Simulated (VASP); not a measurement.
All values below come from PBEsol GGA, VASP's PBE PAW potentials (set 64) (plane waves; VASP).

VASP input:

File KPOINTS:
```
k-points along high-symmetry lines
10
Line-mode
Reciprocal
  0.000000   0.000000   0.000000 ! GAMMA
  0.500000   0.000000   0.000000 ! M

  0.500000   0.000000   0.000000 ! M
  0.333333   0.333333   0.000000 ! K

  0.333333   0.333333   0.000000 ! K
  0.000000   0.000000   0.000000 ! GAMMA

  0.000000   0.000000   0.000000 ! GAMMA
  0.000000   0.000000   0.500000 ! A

  0.000000   0.000000   0.500000 ! A
  0.500000   0.000000   0.500000 ! L

  0.500000   0.000000   0.500000 ! L
  0.333333   0.333333   0.500000 ! H

  0.333333   0.333333   0.500000 ! H
  0.000000   0.000000   0.500000 ! A

  0.500000   0.000000   0.500000 ! L
  0.500000   0.000000   0.000000 ! M

  0.333333   0.333333   0.500000 ! H
  0.333333   0.333333   0.000000 ! K
```

### POSCAR
```
CdS
1
    4.1244988075    -0.0000000000     0.0000000000
   -2.0622494038     3.5719206506    -0.0000000000
    0.0000000000     0.0000000000     6.7204484073
Cd S
2 2
Direct
  0.6666670000   0.3333330000   0.9995082001
  0.3333330000   0.6666670000   0.4995082001
  0.6666670000   0.3333330000   0.3754917999
  0.3333330000   0.6666670000   0.8754917999
```

**INCAR**
```
SIGMA  =  0.05   ! width (eV)
ICHARG  =  11   ! fixed density
LORBIT  =  11
LREAL  =  F
PREC  =  Accurate
NELM  =  100   ! most electronic steps
ISMEAR  =  0   ! Gaussian
LASPH  =  T   ! aspherical one-centre terms
LWAVE  =  F
SYSTEM  =  CdS
LCHARG  =  F
ALGO  =  Normal
GGA  =  PS
ENCUT  =  400
EDIFF  =  1E-7
LMAXMIX  =  4   ! l cut-off of mixed one-centre charges
```

POTCAR, in this order: Cd S (PBE.64 set). Program: vasp_std. Read from the step before: CHGCAR.

What VASP printed:

**OSZICAR**
```
       N       E                     dE             d eps       ncg     rms          rms(c)
DAV:   1     0.212592677616E+03    0.21259E+03   -0.15675E+04  3960   0.123E+03
DAV:   2    -0.208223240630E+01   -0.21467E+03   -0.21054E+03  4494   0.331E+02
DAV:   3    -0.127952776354E+02   -0.10713E+02   -0.10652E+02  4686   0.749E+01
DAV:   4    -0.129112595430E+02   -0.11598E+00   -0.11588E+00  4646   0.733E+00
DAV:   5    -0.129131753373E+02   -0.19158E-02   -0.19156E-02  4788   0.900E-01
DAV:   6    -0.129132321960E+02   -0.56859E-04   -0.56856E-04  4696   0.142E-01
DAV:   7    -0.129132340929E+02   -0.18969E-05   -0.18968E-05  4814   0.231E-02
DAV:   8    -0.129132341723E+02   -0.79448E-07   -0.79408E-07  4606   0.417E-03
   1 F= -.12913234E+02 E0= -.12913234E+02  d E =-.100406E-12
```

File OUTCAR:
```
 val. band max:        1.2329849487   @ k =   0.0000   0.0000   0.0000

 cond. band min:       2.3206943934   @ k =   0.0000   0.0000   0.0000



 k-point     1 :       0.0000    0.0000    0.0000
  band No.  band energies     occupation
      1     -11.1724      2.00000
      2     -10.7249      2.00000
      3      -6.4872      2.00000
      4      -6.4769      2.00000
      5      -6.4769      2.00000
      6      -6.3907      2.00000
      7      -6.3907      2.00000
      8      -6.0489      2.00000
      9      -6.0489      2.00000
     10      -5.9534      2.00000
     11      -5.9534      2.00000
     12      -5.6102      2.00000
     13      -3.2568      2.00000
     14       0.4554      2.00000
     15       0.4554      2.00000
     16       1.1804      2.00000
     17       1.2330      2.00000
     18       1.2330      2.00000
     19       2.3207      0.00000
     20       3.9217      0.00000
     21       7.6139      0.00000
     22       7.6140      0.00000

 k-point     2 :       0.0556    0.0000    0.0000
  band No.  band energies     occupation
      1     -11.1607      2.00000
      2     -10.7196      2.00000
      3      -6.4843      2.00000
      4      -6.4721      2.00000
      5      -6.4681      2.00000
      6      -6.3856      2.00000
      7      -6.3839      2.00000
      8      -6.0516      2.00000
      9      -6.0492      2.00000
     10      -5.9595      2.00000
     11      -5.9525      2.00000
     12      -5.6018      2.00000
     13      -3.2342      2.00000
     14       0.3093      2.00000
     15       0.4135      2.00000
     16       0.9806      2.00000
     17       1.1589      2.00000
     18       1.2099      2.00000
     19       2.5646      0.00000
     20       4.0641      0.00000
     21       7.4795      0.00000
     22       7.6655      0.00000

 k-point     3 :       0.1111    0.0000    0.0000
  band No.  band energies     occupation
      1     -11.1268      2.00000
      2     -10.7046      2.00000
...
```

The density is held fixed in this step, so its total energy and stress have no physical meaning.

The structure comes from a measured CdS entry (P6_3mc) of the Crystallography Open Database, whose conditions weren't checked. It was relaxed first.
